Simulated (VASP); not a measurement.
# Vibrations of TiC: a test of the settings

Aim: test the modes of TiC against the numerical settings. The starting structure is a measured crystal structure from the Crystallography Open Database.

Main program and level: VASP 6.6.1; Kohn-Sham DFT with plane waves and PAW; LDA.

The database entry behind the starting cell differs from later determinations by our own check (about 0.5 % long), so it need not match the best structure at ambient conditions.

**1. Starting point**

The structure is cubic, space group Fm-3m (No. 225). The conventional cell has a = 4.350 Å, b = 4.350 Å, c = 4.350 Å, α = 90.00°, β = 90.00°, γ = 90.00°. Nearest to Ti lie 6 C at 2.17 Å. C has 6 Ti at 2.17 Å nearest. Farther neighbours are not listed.

**2. Reference modes**

The cell comes from a relaxation at this level, not shown (19.39 Å³).

INCAR reads:

```
SYSTEM = TiC
PREC = Accurate
ENCUT = 520
EDIFF = 1E-08
NELM = 100
ISMEAR = 0
SIGMA = 0.05
LREAL = .FALSE.
ALGO = Normal
GGA = CA
NBANDS = 14
LASPH = .TRUE.
LORBIT = 11
LWAVE = .FALSE.
LCHARG = .FALSE.
KPAR = 8
IBRION = 8
ISIF = 2
```

POSCAR reads:

```
TiC
1.0
    0.0000000000      2.1322471767      2.1322471767
    2.1322471767      0.0000000000      2.1322471767
    2.1322471767      2.1322471767      0.0000000000
Ti C
1 1
Direct
    0.5000000000      0.5000000000      0.5000000000
    0.0000000000      0.0000000000      0.0000000000
```

KPOINTS reads:

```
Automatic mesh
0
Gamma
14 14 14
0 0 0
```

PAW data sets: Ti_sv and C (LDA family, release 64).

The run is started by

```console
$ mpirun -np 8 vasp_std
```

Output:

```text
[banner, memory and clock lines left out]
running    8 mpi-ranks, on    1 nodes
 distrk:  each k-point on    1 cores,    8 groups
 distr:  one band on    1 cores,    1 groups

 POSCAR found type information on POSCAR TiC
 POSCAR found :  2 types and       2 ions
|                                                                             |
|           W    W    AA    RRRRR   N    N  II  N    N   GGGG   !!!           |
|           W    W   A  A   R    R  NN   N  II  NN   N  G    G  !!!           |
|           W    W  A    A  R    R  N N  N  II  N N  N  G       !!!           |
|           W WW W  AAAAAA  RRRRR   N  N N  II  N  N N  G  GGG   !            |
|           WW  WW  A    A  R   R   N   NN  II  N   NN  G    G                |
|           W    W  A    A  R    R  N    N  II  N    N   GGGG   !!!           |
|                                                                             |
|     For optimal performance we recommend to set                             |
|       NCORE = 2 up to number-of-cores-per-socket                            |
|     NCORE specifies how many cores store one orbital (NPAR=cpu/NCORE).      |
|     This setting can greatly improve the performance of VASP for DFT.       |
|     The default, NCORE=1 might be grossly inefficient on modern             |
|     multi-core architectures or massively parallel machines. Do your        |
|     Unfortunately you need to use the default for GW and RPA                |
|     calculations (for HF NCORE is supported but not extensively tested      |
|     yet).                                                                   |
|                                                                             |

 LDA part: xc-table for (Slater(with rela. corr.)+CA(PZ))
 , standard interpolation
 POSCAR, INCAR and KPOINTS ok, starting setup
 FFT: planning ... GRIDC
 FFT: planning ... GRID_SOFT
 FFT: planning ... GRID
 WAVECAR not read
 entering main loop
       N       E                     dE             d eps       ncg     rms          rms(c)
DAV:   1     0.120086806734E+03    0.12009E+03   -0.86467E+03  2918   0.142E+03
DAV:   2    -0.149856755255E+02   -0.13507E+03   -0.12700E+03  3098   0.351E+02
DAV:   3    -0.255328897243E+02   -0.10547E+02   -0.10393E+02  4586   0.916E+01
DAV:   4    -0.259716343581E+02   -0.43874E+00   -0.43847E+00  3494   0.142E+01
DAV:   5    -0.259828219518E+02   -0.11188E-01   -0.11187E-01  3946   0.205E+00    0.189E+01
DAV:   6    -0.211741807196E+02    0.48086E+01   -0.13054E+01  4194   0.606E+01    0.689E+00
DAV:   7    -0.205843664513E+02    0.58981E+00   -0.22664E+00  3510   0.227E+01    0.535E+00
DAV:   8    -0.205540745093E+02    0.30292E-01   -0.11498E-01  3212   0.387E+00    0.346E+00
DAV:   9    -0.205415007004E+02    0.12574E-01   -0.10405E-01  3614   0.388E+00    0.682E-01
DAV:  10    -0.205407815257E+02    0.71917E-03   -0.10478E-02  3882   0.137E+00    0.636E-01
DAV:  11    -0.205389249788E+02    0.18565E-02   -0.50487E-03  3134   0.105E+00    0.141E-01
DAV:  12    -0.205389209874E+02    0.39914E-05   -0.38642E-04  3224   0.227E-01    0.478E-02
DAV:  13    -0.205389100994E+02    0.10888E-04   -0.20407E-05  3584   0.364E-02    0.657E-03
DAV:  14    -0.205389098257E+02    0.27370E-06   -0.58157E-07  3476   0.860E-03    0.288E-03
DAV:  15    -0.205389097332E+02    0.92482E-07   -0.15932E-07  4542   0.614E-03    0.135E-03
DAV:  16    -0.205389097176E+02    0.15625E-07   -0.39532E-08  3212   0.308E-03    0.172E-04
DAV:  17    -0.205389097161E+02    0.15270E-08   -0.93505E-10  1912   0.374E-04
   1 F= -.20538910E+02 E0= -.20538723E+02  d E =-.374302E-03
 Linear response reoptimize wavefunctions to high precision
DAV:   1    -0.205389097160E+02    0.42974E-10   -0.21821E-10  2050   0.169E-04
 Linear response DOF=           2
 Linear response progress:
  Degree of freedom:   1/  2
       N       E                     dE             d eps       ncg     rms          rms(c)
RMM:   1    -0.675225134747E+00   -0.67523E+00    0.83687E+00  6908   0.131E+02
RMM:   2    -0.649656690206E+00    0.25568E-01   -0.23631E-01 11404   0.496E+00    0.227E-01
RMM:   3    -0.648879158147E+00    0.77753E-03   -0.18456E-02 13480   0.117E+00    0.112E-01
RMM:   4    -0.648157462934E+00    0.72170E-03   -0.75187E-03 14754   0.510E-01    0.213E-02
RMM:   5    -0.648720169781E+00   -0.56271E-03   -0.11949E-03 15580   0.202E-01    0.101E-02
RMM:   6    -0.649017211441E+00   -0.29704E-03   -0.29288E-04 15566   0.860E-02    0.759E-03
RMM:   7    -0.649543249788E+00   -0.52604E-03   -0.68029E-05 13789   0.480E-02    0.666E-03
RMM:   8    -0.649381294598E+00    0.16196E-03   -0.32096E-05 14760   0.248E-02    0.465E-04
RMM:   9    -0.649367394269E+00    0.13900E-04   -0.14047E-05 15967   0.133E-02    0.732E-04
RMM:  10    -0.649392124146E+00   -0.24730E-04   -0.11225E-05 15230   0.768E-03    0.132E-04
RMM:  11    -0.649397283266E+00   -0.51591E-05   -0.96027E-06 16319   0.500E-03    0.832E-05
RMM:  12    -0.649400429385E+00   -0.31461E-05   -0.76666E-06 15732   0.339E-03    0.501E-05
RMM:  13    -0.649404065877E+00   -0.36365E-05   -0.64732E-06 15108   0.255E-03    0.231E-05
RMM:  14    -0.649403520739E+00    0.54514E-06   -0.40966E-06 16320   0.193E-03    0.167E-05
RMM:  15    -0.649403187634E+00    0.33311E-06   -0.37553E-06 15623   0.155E-03    0.426E-05
RMM:  16    -0.649402743555E+00    0.44408E-06   -0.26944E-06 15871   0.126E-03    0.605E-05
RMM:  17    -0.649402992053E+00   -0.24850E-06   -0.25589E-06 15348   0.105E-03    0.622E-05
RMM:  18    -0.649403045048E+00   -0.52995E-07   -0.18665E-06 16380   0.876E-04    0.683E-05
RMM:  19    -0.649403283069E+00   -0.23802E-06   -0.12736E-06 14509   0.743E-04    0.705E-05
 first order change of Fermi-energy   0.73929E-04
 force on displaced ion       1 direction 1 : -10.694   0.000   0.000
 Linear response progress:
  Degree of freedom:   2/  2
       N       E                     dE             d eps       ncg     rms          rms(c)
RMM:   1    -0.125813484030E+00   -0.12581E+00   -0.53793E-02 14614   0.231E+00
RMM:   2    -0.116197872879E+00    0.96156E-02   -0.56418E-03 13276   0.565E-01    0.147E-01
RMM:   3    -0.116821518615E+00   -0.62365E-03   -0.19136E-03 13494   0.243E-01    0.671E-02
RMM:   4    -0.117828192177E+00   -0.10067E-02   -0.74059E-04 13814   0.148E-01    0.146E-02
RMM:   5    -0.117953457462E+00   -0.12527E-03   -0.14854E-04 15713   0.584E-02    0.278E-03
RMM:   6    -0.117935180825E+00    0.18277E-04   -0.20817E-05 15296   0.239E-02    0.114E-03
RMM:   7    -0.117938738735E+00   -0.35579E-05   -0.43902E-06 15992   0.111E-02    0.482E-04
RMM:   8    -0.117938904404E+00   -0.16567E-06   -0.13310E-06 15823   0.534E-03    0.338E-04
RMM:   9    -0.117937953255E+00    0.95115E-06    0.39314E-07 15765   0.281E-03    0.105E-04
RMM:  10    -0.117937495966E+00    0.45729E-06   -0.59694E-07 16019   0.146E-03    0.562E-05
RMM:  11    -0.117937633813E+00   -0.13785E-06   -0.41987E-07 15870   0.752E-04    0.442E-05
RMM:  12    -0.117937619827E+00    0.13986E-07    0.17699E-08 16040   0.405E-04    0.181E-05
RMM:  13    -0.117937614539E+00    0.52881E-08   -0.11849E-07 16203   0.224E-04    0.342E-06
RMM:  14    -0.117937622747E+00   -0.82074E-08   -0.40119E-08 16293   0.123E-04    0.111E-05
 first order change of Fermi-energy   0.20801E-03
 force on displaced ion       2 direction 1 : -10.668   0.000   0.000
 Linear response finished
```

Run time: 33 s. Hardware: 8 MPI ranks of Intel Xeon 6975P-C (Granite Rapids), shared host; peak memory 2.3 GiB; 3.5 min of CPU time.

The logs omit lines about the potential files and the build; timing stands in the text.

OUTCAR, selected parts (step 2):

```text
ion  position               nearest neighbor table
   1  0.500  0.500  0.500-   2 2.13   2 2.13   2 2.13   2 2.13   2 2.13   2 2.13
   2  0.000  0.000  0.000-   1 2.13   1 2.13   1 2.13   1 2.13   1 2.13   1 2.13

  LATTYP: Found a face centered cubic cell.
 ALAT       =     4.2644943534

 Subroutine GETGRP returns: Found 48 space group operations
 (whereof 48 operations were pure point group operations)

The static configuration has the point symmetry O_h .

 Found    104 irreducible k-points:

   k-points           NKPTS =    104   k-points in BZ     NKDIM =    104   number of bands    NBANDS=     14

   dimension x,y,z NGX =    24 NGY =   24 NGZ =   24
   dimension x,y,z NGXF=    48 NGYF=   48 NGZF=   48

   ENCUT  =  520.0 eV  38.22 Ry    6.18 a.u.   5.61  5.61  5.61*2*pi/ulx,y,z

   NELECT =      16.0000    total number of electrons

 k-points in reciprocal lattice and weights: Automatic mesh
   0.00000000  0.00000000  0.00000000       0.000
   0.07142857  0.00000000  0.00000000       0.003
   0.14285714  0.00000000  0.00000000       0.003
   0.21428571  0.00000000  0.00000000       0.003
   0.28571429  0.00000000  0.00000000       0.003
   0.35714286  0.00000000  0.00000000       0.003
   0.42857143  0.00000000  0.00000000       0.003
   0.50000000  0.00000000  0.00000000       0.001
   0.07142857  0.07142857  0.00000000       0.002
[...]
-0.28571429  0.42857143  0.21428571       0.009
  -0.28571429  0.50000000  0.21428571       0.004

 average (electrostatic) potential at core
       1 -70.4906       2 -48.1761

  Total       -0.0012554     -0.0012554     -0.0012554      0.0000000      0.0000000     -0.0000000
  in kB       -0.1037394     -0.1037394     -0.1037394      0.0000000      0.0000000     -0.0000000
  external PRESSURE =      -0.1037394 kB  Pullay stress =       0.0000000 kB

  energy-cutoff  :      520.00
  volume of cell :       19.39
      direct lattice vectors                 reciprocal lattice vectors
     0.000000000  2.132247177  2.132247177    -0.234494390  0.234494390  0.234494390
     2.132247177  0.000000000  2.132247177     0.234494390 -0.234494390  0.234494390
     2.132247177  2.132247177  0.000000000     0.234494390  0.234494390 -0.234494390

 POSITION                                       TOTAL-FORCE (eV/Angst)
 -----------------------------------------------------------------------------------
      2.13225      2.13225      2.13225         0.000000     -0.000000      0.000000
      0.00000      0.00000      0.00000         0.000000      0.000000      0.000000
 -----------------------------------------------------------------------------------
    total drift:                               -0.000000     -0.000000      0.000000

 Eigenvectors and eigenvalues of the dynamical matrix
 ----------------------------------------------------

   1 f  =   16.481912 THz   103.558907 2PiTHz  549.777403 cm-1    68.163680 meV
             X         Y         Z           dx          dy          dz
      2.132247  2.132247  2.132247    -0.448269   -0.000000   -0.000000
      0.000000  0.000000  0.000000     0.893898    0.000000   -0.000000

   2 f  =   16.481912 THz   103.558907 2PiTHz  549.777403 cm-1    68.163680 meV
             X         Y         Z           dx          dy          dz
      2.132247  2.132247  2.132247     0.000000   -0.448269    0.000000
      0.000000  0.000000  0.000000    -0.000000    0.893898    0.000000

   3 f  =   16.481912 THz   103.558907 2PiTHz  549.777403 cm-1    68.163680 meV
             X         Y         Z           dx          dy          dz
      2.132247  2.132247  2.132247     0.000000    0.000000   -0.448269
      0.000000  0.000000  0.000000     0.000000   -0.000000    0.893898

   4 f/i=    0.008186 THz     0.051432 2PiTHz    0.273045 cm-1     0.033853 meV
             X         Y         Z           dx          dy          dz
      2.132247  2.132247  2.132247    -0.881742    0.123160   -0.080107
      0.000000  0.000000  0.000000    -0.442173    0.061762   -0.040172

   5 f/i=    0.008186 THz     0.051432 2PiTHz    0.273045 cm-1     0.033853 meV
             X         Y         Z           dx          dy          dz
      2.132247  2.132247  2.132247    -0.001046    0.482116    0.752740
      0.000000  0.000000  0.000000    -0.000525    0.241770    0.377482

   6 f/i=    0.008186 THz     0.051432 2PiTHz    0.273045 cm-1     0.033853 meV
             X         Y         Z           dx          dy          dz
      2.132247  2.132247  2.132247     0.146916    0.742597   -0.475416
      0.000000  0.000000  0.000000     0.073675    0.372395   -0.238410

 ELASTIC MODULI CONTR FROM IONIC RELAXATION (kBar)
 Direction    XX          YY          ZZ          XY          YZ          ZX
 --------------------------------------------------------------------------------
 XX           0.0000      0.0000      0.0000      0.0000      0.0000      0.0000
 YY           0.0000      0.0000      0.0000      0.0000      0.0000      0.0000
 ZZ           0.0000      0.0000      0.0000      0.0000      0.0000      0.0000
 XY           0.0000      0.0000      0.0000      0.0000      0.0000      0.0000
 YZ           0.0000      0.0000      0.0000      0.0000      0.0000      0.0000
 ZX           0.0000      0.0000      0.0000      0.0000      0.0000      0.0000
 --------------------------------------------------------------------------------
```

Energies printed during the response cycles are not total energies of the cell.

Reference: the zone-centre mode is T1u 549.8 cm⁻¹.

**3. Modes with a 7×7×7 mesh**

Against step 2 the input has a 7×7×7 mesh.

INCAR is that of step 2.

POSCAR is that of step 2.

KPOINTS reads:

```
Automatic mesh
0
Gamma
7 7 7
0 0 0
```

The run is started by

```console
$ mpirun -np 8 vasp_std
```

Output:

```text
[banner, memory and clock lines left out]
running    8 mpi-ranks, on    1 nodes
[...]
[... a notice as in an earlier step ...]

 LDA part: xc-table for (Slater(with rela. corr.)+CA(PZ))
 , standard interpolation
 POSCAR, INCAR and KPOINTS ok, starting setup
[...]
entering main loop
       N       E                     dE             d eps       ncg     rms          rms(c)
DAV:   1     0.120218872682E+03    0.12022E+03   -0.85284E+03   560   0.142E+03
DAV:   2    -0.143322060504E+02   -0.13455E+03   -0.12580E+03   590   0.352E+02
DAV:   3    -0.254801657219E+02   -0.11148E+02   -0.10959E+02   872   0.926E+01
DAV:   4    -0.259671225613E+02   -0.48696E+00   -0.48655E+00   658   0.149E+01
[...]
DAV:  14    -0.205316906214E+02    0.43576E-06   -0.10132E-06   686   0.130E-02    0.329E-03
DAV:  15    -0.205316905337E+02    0.87683E-07   -0.20337E-07   704   0.321E-03    0.324E-04
DAV:  16    -0.205316905262E+02    0.75645E-08   -0.17261E-08   568   0.107E-03
   1 F= -.20531691E+02 E0= -.20531098E+02  d E =-.118548E-02
[...]
RMM:  16    -0.650134256151E+00   -0.68912E-07   -0.57476E-06  2626   0.140E-03    0.184E-04
RMM:  17    -0.650135177964E+00   -0.92181E-06   -0.47630E-06  2272   0.120E-03    0.170E-04
RMM:  18    -0.650135178605E+00   -0.64121E-09   -0.40335E-06  2370   0.103E-03    0.178E-04
 first order change of Fermi-energy   0.74934E-03
 force on displaced ion       1 direction 1 :  -8.335   0.000   0.000
 Linear response progress:
  Degree of freedom:   2/  2
       N       E                     dE             d eps       ncg     rms          rms(c)
RMM:   1    -0.125758091785E+00   -0.12576E+00   -0.52976E-02  2363   0.230E+00
RMM:   2    -0.116810300626E+00    0.89478E-02   -0.54556E-03  2131   0.551E-01    0.152E-01
RMM:   3    -0.117403888668E+00   -0.59359E-03   -0.17883E-03  2124   0.242E-01    0.697E-02
RMM:   4    -0.118458418700E+00   -0.10545E-02   -0.72587E-04  2175   0.148E-01    0.155E-02
[...]
RMM:  13    -0.118573125846E+00   -0.11873E-06   -0.79452E-08  2415   0.254E-04    0.122E-04
RMM:  14    -0.118572928695E+00    0.19715E-06    0.29655E-08  2312   0.177E-04    0.316E-05
RMM:  15    -0.118572924787E+00    0.39072E-08   -0.17398E-08  2483   0.773E-05    0.124E-05
 first order change of Fermi-energy  -0.57769E-03
 force on displaced ion       2 direction 1 :  -8.272   0.000   0.000
 Linear response finished
```

Wall time 13 s (8 MPI ranks); peak memory 1.3 GiB.

Parts of OUTCAR (step 3):

```text
  Total       -0.0078061     -0.0078061     -0.0078061      0.0000000      0.0000000     -0.0000000
  in kB       -0.6450633     -0.6450633     -0.6450633      0.0000000      0.0000000     -0.0000000
  external PRESSURE =      -0.6450633 kB  Pullay stress =       0.0000000 kB

 POSITION                                       TOTAL-FORCE (eV/Angst)
 -----------------------------------------------------------------------------------
      2.13225      2.13225      2.13225        -0.000000     -0.000000      0.000000
      0.00000      0.00000      0.00000         0.000000      0.000000     -0.000000
 -----------------------------------------------------------------------------------
    total drift:                               -0.000000     -0.000000      0.000000

[... 1 part as in an earlier step ...]

[... 1 further part left out ...]
```

With a 7×7×7 mesh the mode is T1u 484.4 cm⁻¹, -65.4 cm⁻¹ from the reference.

**4. Modes with a cutoff of 400 eV**

Against step 2 the input has ENCUT = 400.

Edit INCAR of step 3 so:

```diff
@@ -2,3 +2,3 @@
 PREC = Accurate
-ENCUT = 520
+ENCUT = 400
 EDIFF = 1E-08
```

POSCAR is that of step 3.

KPOINTS reads:

```
Automatic mesh
0
Gamma
14 14 14
0 0 0
```

The run is started by

```console
$ mpirun -np 8 vasp_std
```

Output:

```text
[... set-up lines as in an earlier step ...]
 entering main loop
       N       E                     dE             d eps       ncg     rms          rms(c)
DAV:   1     0.105409789747E+03    0.10541E+03   -0.72249E+03  2936   0.119E+03
DAV:   2    -0.158818485666E+02   -0.12129E+03   -0.11451E+03  3182   0.320E+02
DAV:   3    -0.255452479247E+02   -0.96634E+01   -0.95319E+01  4644   0.845E+01
DAV:   4    -0.259478413691E+02   -0.40259E+00   -0.40245E+00  3486   0.131E+01
[...]
DAV:  15    -0.205376290754E+02    0.65395E-07   -0.11704E-07  4514   0.450E-03    0.158E-03
DAV:  16    -0.205376290638E+02    0.11617E-07   -0.38570E-08  3248   0.294E-03    0.672E-05
DAV:  17    -0.205376290706E+02   -0.67564E-08   -0.10477E-09  1834   0.361E-04
   1 F= -.20537629E+02 E0= -.20537442E+02  d E =-.373275E-03
 Linear response reoptimize wavefunctions to high precision
DAV:   1    -0.205376290725E+02   -0.19136E-08   -0.16221E-10  2134   0.153E-04
DAV:   2    -0.205376290725E+02   -0.47294E-10   -0.40399E-11  1576   0.562E-05
 Linear response DOF=           2
 Linear response progress:
[...]
RMM:  17    -0.645305251664E+00   -0.29407E-07   -0.17322E-06 16741   0.102E-03    0.688E-05
RMM:  18    -0.645305337431E+00   -0.85767E-07   -0.15928E-06 15510   0.864E-04    0.741E-05
RMM:  19    -0.645305589402E+00   -0.25197E-06   -0.12556E-06 13900   0.748E-04    0.721E-05
 first order change of Fermi-energy   0.84063E-04
 force on displaced ion       1 direction 1 : -10.631   0.000   0.000
 Linear response progress:
  Degree of freedom:   2/  2
       N       E                     dE             d eps       ncg     rms          rms(c)
RMM:   1    -0.124522196342E+00   -0.12452E+00   -0.42948E-02 14673   0.227E+00
RMM:   2    -0.115874884015E+00    0.86473E-02   -0.56256E-03 13269   0.553E-01    0.145E-01
RMM:   3    -0.116510768822E+00   -0.63588E-03   -0.19391E-03 13501   0.239E-01    0.665E-02
RMM:   4    -0.117525803876E+00   -0.10150E-02   -0.69400E-04 13738   0.145E-01    0.146E-02
[...]
RMM:  10    -0.117637640554E+00    0.49912E-06   -0.67843E-07 15785   0.140E-03    0.603E-05
RMM:  11    -0.117637685099E+00   -0.44546E-07   -0.21968E-07 15643   0.736E-04    0.673E-05
RMM:  12    -0.117637693334E+00   -0.82347E-08    0.47188E-08 16095   0.377E-04    0.388E-05
 first order change of Fermi-energy   0.20618E-03
 force on displaced ion       2 direction 1 : -10.637   0.000   0.000
 Linear response finished
```

The job ended after 28 s (8 MPI ranks; peak memory 1.8 GiB).

Parts of OUTCAR (step 4):

```text
  Total       -0.2103229     -0.2103229     -0.2103229      0.0000000      0.0000000      0.0000000
  in kB      -17.3801899    -17.3801899    -17.3801899      0.0000000      0.0000000      0.0000000
  external PRESSURE =     -17.3801899 kB  Pullay stress =       0.0000000 kB

 POSITION                                       TOTAL-FORCE (eV/Angst)
 -----------------------------------------------------------------------------------
      2.13225      2.13225      2.13225         0.000000     -0.000000     -0.000000
      0.00000      0.00000      0.00000        -0.000000      0.000000      0.000000
 -----------------------------------------------------------------------------------
    total drift:                                0.000000      0.000000      0.000000

[... 1 part as in an earlier step ...]

[... 1 further part left out ...]
```

With a cutoff of 400 eV the mode is T1u 548.8 cm⁻¹, -1.0 cm⁻¹ from the reference.

(Continued in part 2 of 2.)

[Lines on the potential files, build, host, timing and source positions are cut from VASP's logs without a mark.]

[Logs are printed without paths, hosts, clocks, repeated set-up lines and the standing remarks that a program may print on its own settings, such as how far it seeks lower states.]

[Hosts, paths, dates, database ids (printed as entryN), source tags and the programs' standing remarks are cut or masked in the printed files.]
